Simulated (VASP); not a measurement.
VASP runs on Ta (space group Im-3m) share one base input (PBE GGA, plane waves, VASP's PBE PAW potentials (set 64)) and change the settings named in each case.

### POSCAR
```
Ta
1
   -1.6790400000     1.6790400000     1.6790400000
    1.6790400000    -1.6790400000     1.6790400000
    1.6790400000     1.6790400000    -1.6790400000
Ta
1
Direct
  0.0000000000   0.0000000000   0.0000000000
```

INCAR:
```
SYSTEM = Ta
PREC = Accurate
ENCUT = 300
EDIFF = 1E-6
NELM = 100
ALGO = Normal
LREAL = .FALSE.
LASPH = .TRUE.
ISMEAR = -1
SIGMA = 0.1
GGA = PE
LMAXMIX = 6
LWAVE = .FALSE.
LCHARG = .FALSE.
ISIF = 2
```

File KPOINTS:
```
K-points
0
Gamma
11 11 11
0 0 0
```

POTCAR, in this order: Ta_pv (PBE.64 set). Program: vasp_std.

```json
[
 {"change": "base run", "E(σ→0) (eV/atom)": "-11.7962", "pressure (GPa)": "-6.88", "−TS (eV)": "-0.0446"},
 {"change": "GGA removed, POTCAR Ta_pv (LDA.64 set)", "E(σ→0) (eV/atom)": "-12.7361", "pressure (GPa)": "-17.23", "−TS (eV)": "-0.0446"},
 {"change": "GGA_COMPAT = .FALSE., LNONCOLLINEAR = .TRUE., LSORBIT = .TRUE., MAGMOM = 0.0 0.0 0.0, program vasp_ncl", "E(σ→0) (eV/atom)": "-12.5071", "pressure (GPa)": "-7.06", "−TS (eV)": "-0.0458"},
 {"change": "KPOINTS 4×4×4 Γ-centred mesh", "E(σ→0) (eV/atom)": "-11.8906", "pressure (GPa)": "-7.51", "−TS (eV)": "-0.0297"}
]
```
 Energies of different potentials or functionals have different zeros.  Unless said otherwise, spin-orbit coupling is left out, though it shifts the bands of the heavy elements here. At 300 eV the pressure can carry a Pulay error.

Left out are runs that ran out of time, are held back, or changed the cell or the kind of run, fixed moments of cells without a moment, rows past the twelfth, gaps on odd meshes, pressures of charged cells and columns that move by less than the noise.

The structure is a typed Ta crystal. The cell was not relaxed at this level, its lattice was scaled by up to 2.5 %.
